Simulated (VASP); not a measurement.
**CdTe: relaxation of cell and atoms with PBE**

The system is CdTe.

```
CELL_PARAMETERS angstrom
0.00000 3.31114 3.31114
3.31114 0.00000 3.31114
3.31114 3.31114 0.00000
ATOMIC_POSITIONS crystal
Cd 0.00000 0.00000 0.00000
Te 0.25000 0.25000 0.25000
```

```json
{
 "Program": "VASP 6.6.1",
 "Task": "relaxation of cell and atoms",
 "Functional": "PBE",
 "Potentials or basis": "VASP PAW PBE potentials, release 64 (Cd, Te)",
 "Cutoff": "600 eV",
 "k mesh": "8 × 8 × 8",
 "Occupations": "gaussian, width 0.03 eV",
 "Spin": "no spin polarisation",
 "Further INCAR settings": "ALGO = Normal; EDIFF = 1e-07; IBRION = 2; EDIFFG = -0.005; NSW = 90; ISIF = 3"
}
```

```
Pressure after relaxing : 0.0 GPa
Band gap on the k mesh  : 0.58 eV, direct
```

Final structure:
```
CELL_PARAMETERS angstrom
0.00000 3.31114 3.31114
3.31114 0.00000 3.31114
3.31114 3.31114 0.00000
ATOMIC_POSITIONS crystal
Cd 0.00000 0.00000 0.00000
Te 0.25000 0.25000 0.25000
```

Levels at points of the mesh, in eV from the valence-band top:
| k point | band 5 | band 6 | band 7 | band 8 | band 9 | band 10 | band 11 | band 12 | band 13 |
| --- | --- | --- | --- | --- | --- | --- | --- | --- | --- |
| (0.00, 0.00, 0.00) | -7.87 | -7.87 | 0.00 | 0.00 | 0.00 | 0.58 | 4.64 | 4.64 | 4.64 |
| (0.50, 0.00, 0.00) | -7.86 | -7.57 | -4.07 | -0.68 | -0.68 | 1.75 | 5.21 | 5.21 | 7.01 |
| (0.50, 0.50, 0.00) | -7.84 | -7.45 | -4.00 | -1.65 | -1.65 | 2.67 | 2.74 | 8.50 | 8.80 |

It took 12 s on 2 MPI ranks on Intel(R) Xeon(R) 6975P-C (Granite Rapids), with other jobs on the host, peak memory 0.24 GiB a rank.

Caveat: the relaxation stopped at its first step, so nothing moved; spin-orbit coupling is left out, which moves the levels of the heavy elements.
